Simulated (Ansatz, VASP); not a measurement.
## Two plane-wave programs on Al2H2Cl

```xyz
5
Lattice="3.1859 0.0000 0.0000 -1.5929 2.7590 0.0000 0.0000 0.0000 7.5425" Properties=species:S:1:pos:R:3 pbc="T T T"
Al    0.0000    0.0000    3.6169
Al    0.0000    0.0000    5.5055
H     0.0000    0.0000    0.0000
H     0.0000    1.8394    4.6302
Cl    0.0000    1.8394    2.2361
```

Alike in both runs: task single point; functional PBE; dispersion D3(BJ); k mesh 6 × 6 × 2; occupations gaussian, width 0.1 eV; no spin polarisation.

|  | VASP | Ansatz |
| --- | --- | --- |
| version | VASP 6.6.1 | Ansatz 0.2.0 |
| potentials or method | VASP PAW PBE potentials, release 64 (Al, H, Cl) | scalar-relativistic, plane waves, PAW |
| plane-wave cutoff (eV) | 520 | 420 |
| valence electrons in the cell | 15 | 15 |

VASP gave:

- gap on the k mesh at the Fermi level (eV): none
- pressure (GPa): 21.2
- largest component of the traceless stress (GPa): 28.42
- rms of the force components (eV/Å): 4.017

Problem. Estimate Ansatz's values.

Solution. gap on the k mesh at the Fermi level (eV): none; pressure (GPa): 21.3; largest component of the traceless stress (GPa): 28.39; rms of the force components (eV/Å): 4.022.

Atom by atom the forces differ by 0.005 eV/Å (rms over components). A gap of «none» marks a metal or a gap that the smearing closes.

Caveats: the k mesh is coarse (spacing up to 0.42 Å⁻¹), so the values aren't converged; so large a pressure means that the cell lies far from this level's equilibrium, or that cutoff or potentials fall short (VASP); an odd number of electrons without spin polarisation forces a metal; a magnetic or distorted state may lie lower; pairwise dispersion overbinds metals, which lowers pressure and volume.
